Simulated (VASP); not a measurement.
VASP runs on ZrB share one base input (PBE GGA, plane waves, VASP's PBE PAW potentials (set 64)) and change the settings named in each case.

### KPOINTS
```
Automatic mesh
0
Gamma
4 3 1
0 0 0
```

INCAR:
```
ALGO = Normal
EDIFF = 1E-6
ENCUT = 400
GGA = PE
ISIF = 2
ISMEAR = -1
LASPH = .TRUE.
LCHARG = .FALSE.
LMAXMIX = 4
LREAL = .FALSE.
LWAVE = .FALSE.
NELM = 100
PREC = Accurate
SIGMA = 0.1
SYSTEM = ZrB
```

File POSCAR:
```
ZrB
1
    3.1935870000     0.0000000000     0.0000000000
    0.0000000000     4.5164140000     0.0000000000
    0.0000000000     0.0000000000    20.5164000000
Zr B
3 3
Direct
  0.0000000000   0.7500000000   0.3899320000
  0.0000000000   0.2500000000   0.5000000000
  0.0000000000   0.7500000000   0.6100680000
  0.5000000000   0.2500000000   0.3899320000
  0.5000000000   0.7500000000   0.5000000000
  0.5000000000   0.2500000000   0.6100680000
```

POTCAR, in this order: Zr_sv B (PBE.64 set). Program: vasp_std.

| change | E(σ→0) (eV/atom) | largest force (eV/Å) | −TS (eV) |
|---|---|---|---|
| base run | -6.8311 | 0.759 | -0.2482 |
| GGA removed, POTCAR Zr_sv B (LDA.64 set) | -7.4073 | 1.116 | -0.2541 |
| GGA_COMPAT = .FALSE., LNONCOLLINEAR = .TRUE., LSORBIT = .TRUE., MAGMOM = 0.0 0.0 0.0 0.0 0.0 0.0 0.0 0.0 0.0 0.0 0.0 0.0 0.0 0.0 0.0 0.0 0.0 0.0, program vasp_ncl | -6.8666 | (withheld) | (withheld) |
| KPOINTS 1×1×1 Γ-centred mesh | -6.1782 | 1.116 | -0.5401 |

Task: Fill in the missing entries.

Result: 
- GGA_COMPAT = .FALSE., LNONCOLLINEAR = .TRUE., LSORBIT = .TRUE., MAGMOM = 0.0 0.0 0.0 0.0 0.0 0.0 0.0 0.0 0.0 0.0 0.0 0.0 0.0 0.0 0.0 0.0 0.0 0.0, program vasp_ncl, largest force (eV/Å): 0.761
- GGA_COMPAT = .FALSE., LNONCOLLINEAR = .TRUE., LSORBIT = .TRUE., MAGMOM = 0.0 0.0 0.0 0.0 0.0 0.0 0.0 0.0 0.0 0.0 0.0 0.0 0.0 0.0 0.0 0.0 0.0 0.0, program vasp_ncl, −TS (eV): -0.2475

Energies of different potentials or functionals have different zeros.  The cell holds a wide vacuum, so values per volume refer to the whole cell.

Left out are runs that ran out of time, are held back, or changed the cell or the kind of run, fixed moments of cells without a moment, rows past the twelfth, gaps on odd meshes, pressures of charged cells and columns that move by less than the noise.

The cell is a sheet or thin cut with vacuum, built from a generated structure.
